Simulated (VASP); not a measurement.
A snapshot from molecular dynamics of Se, step 171; the first frame, the perfect lattice, has an electronic free energy F (no ionic kinetic energy) of -3.447 eV/atom. The Γ point alone samples so small a cell crudely.

Data:

```xyz
54
Lattice="6.5550 -11.3536 0.0000 6.5550 11.3536 0.0000 0.0000 0.0000 9.9000" Properties=species:S:1:pos:R:3 pbc="T T T"
Se     7.0380   -10.4002     3.2985
Se     3.4220    -0.1364     0.0092
Se     0.8044    -0.9344     1.7416
Se     0.4511     0.7569     8.2836
Se     3.4406     0.2289     4.9394
Se     0.7938    -0.9266     6.5709
Se     2.7760     4.8062     3.4326
Se     5.5597     3.5462     0.0923
Se     2.7053     3.2042     1.7294
Se     9.1206    -6.5704     8.3476
Se     5.6691     3.7215     4.9537
Se     2.7918     2.9572     6.8182
Se     4.9940     8.5216     3.0458
Se     7.7800     7.3957     0.0688
Se     4.6197     6.7154     1.5680
Se    11.4185    -2.8136     8.1078
Se     7.6623     7.5478     4.9026
Se     4.5689     6.7385     6.1969
Se     2.7282    -2.7823     3.3149
Se     5.5583    -3.8361     9.7722
Se     2.7741    -4.6536     1.6026
Se     2.6128    -2.9552     8.2810
Se     5.4405    -3.6205     5.0007
Se     9.1352     6.6763     6.5503
Se     5.1046     0.9069     3.2609
Se     7.4635     0.0557     0.1611
Se     4.9096    -1.0440     1.6151
Se     4.9675     0.8758     8.3640
Se     7.5864     0.1045     5.0542
Se     4.8869    -0.9214     6.5768
Se     7.1849     4.6813     3.3150
Se    10.0138     3.6495     0.0518
Se     7.2166     2.8344     1.7653
Se     6.8306     4.6680     8.3579
Se     9.8885     3.6941     4.9253
Se     7.2278     2.9623     6.5853
Se     5.1158    -7.2062     3.3173
Se     7.6038    -7.3274     0.0357
Se    11.4181     2.4852     1.6504
Se     4.9446    -7.0152     8.2539
Se     7.8896    -7.7611     5.0675
Se    11.2274     2.4785     6.5804
Se     7.0086    -2.7571     3.0953
Se     9.7120    -3.5408     9.7719
Se     7.1257    -4.5435     1.5628
Se     6.9301    -2.7245     8.2521
Se     9.8465    -3.2874     4.7999
Se     7.0693    -4.5603     6.6100
Se     9.2226     0.9794     3.3947
Se    12.2219    -0.3906     9.8697
Se     9.2443    -0.8254     1.6380
Se     9.0134     1.1563     8.3925
Se    12.0422    -0.1379     4.8181
Se     9.1889    -0.6764     6.6783
```

Calculation: PBE GGA, VASP's PBE PAW potentials (set 64) (plane waves; VASP). Settings: PREC = Normal, LREAL = Auto, ISYM = 0, EDIFF = 1E-5, 300 eV cut-off, 1×1×1 Γ-centred mesh, Fermi-Dirac smearing of 0.026 eV, potentials Se.

Problem. Give F per atom of this frame and the forces (eV/Å).

Solution. -3.423 eV/atom.
| atom | Fx | Fy | Fz |
|---|---|---|---|
| Se1 | -0.16 | -0.57 | 0.00 |
| Se2 | -0.30 | 0.45 | -0.08 |
| Se3 | -0.44 | 0.20 | -0.34 |
| Se4 | 0.12 | -0.14 | -0.36 |
| Se5 | 0.44 | -0.20 | -0.13 |
| Se6 | -0.90 | 0.32 | -0.22 |
| Se7 | -0.24 | 0.04 | 0.19 |
| Se8 | -0.07 | 0.11 | 0.20 |
| Se9 | -0.13 | -0.32 | -0.25 |
| Se10 | 0.37 | 0.68 | -0.32 |
| Se11 | -0.14 | 0.06 | -0.21 |
| Se12 | 0.22 | -0.41 | -0.17 |
| Se13 | -0.08 | 0.19 | 0.34 |
| Se14 | -0.75 | 0.40 | -0.35 |
| Se15 | -0.22 | 0.04 | -0.44 |
| Se16 | -0.19 | -0.79 | 0.05 |
| Se17 | 0.12 | 0.32 | -0.19 |
| Se18 | 0.23 | 0.42 | 1.19 |
| Se19 | -0.06 | -0.47 | 0.02 |
| Se20 | -0.62 | -0.10 | 0.40 |
| Se21 | 0.59 | -0.01 | 0.97 |
| Se22 | 0.23 | 0.09 | -0.40 |
| Se23 | 0.70 | -0.38 | -0.47 |
| Se24 | 0.17 | 0.00 | 0.22 |
| Se25 | -0.43 | -0.41 | -0.03 |
| Se26 | 0.70 | 0.06 | -0.40 |
| Se27 | 0.04 | 0.22 | 0.57 |
| Se28 | 0.11 | -0.47 | -0.53 |
| Se29 | 0.37 | -0.06 | -0.34 |
| Se30 | -0.20 | 0.44 | 0.13 |
| Se31 | -0.22 | 0.06 | -0.11 |
| Se32 | -0.44 | 0.38 | 0.05 |
| Se33 | 0.14 | -0.04 | -0.25 |
| Se34 | 0.30 | -0.07 | -0.38 |
| Se35 | 0.31 | -0.23 | 0.16 |
| Se36 | -0.14 | -0.11 | 0.45 |
| Se37 | -0.16 | 0.37 | 0.02 |
| Se38 | -0.11 | -0.53 | 0.56 |
| Se39 | 0.17 | -0.12 | -0.03 |
| Se40 | 0.01 | -0.19 | -0.49 |
| Se41 | -0.28 | 0.27 | -0.05 |
| Se42 | 0.01 | 0.51 | 0.18 |
| Se43 | -0.26 | 0.09 | 1.00 |
| Se44 | 0.69 | 0.00 | -0.21 |
| Se45 | 0.11 | -0.15 | 0.21 |
| Se46 | 0.53 | 0.02 | -0.50 |
| Se47 | -0.09 | -0.07 | -0.56 |
| Se48 | -0.33 | 0.60 | -0.46 |
| Se49 | -0.15 | -0.50 | -0.18 |
| Se50 | 0.16 | 0.05 | 0.38 |
| Se51 | -0.45 | 0.41 | 0.28 |
| Se52 | 0.05 | -0.78 | 0.04 |
| Se53 | 0.85 | 0.03 | 0.48 |
| Se54 | -0.20 | 0.28 | 0.34 |

The cell is a supercell, built from Se (trig). Its lattice is the typed one, not relaxed at this level.
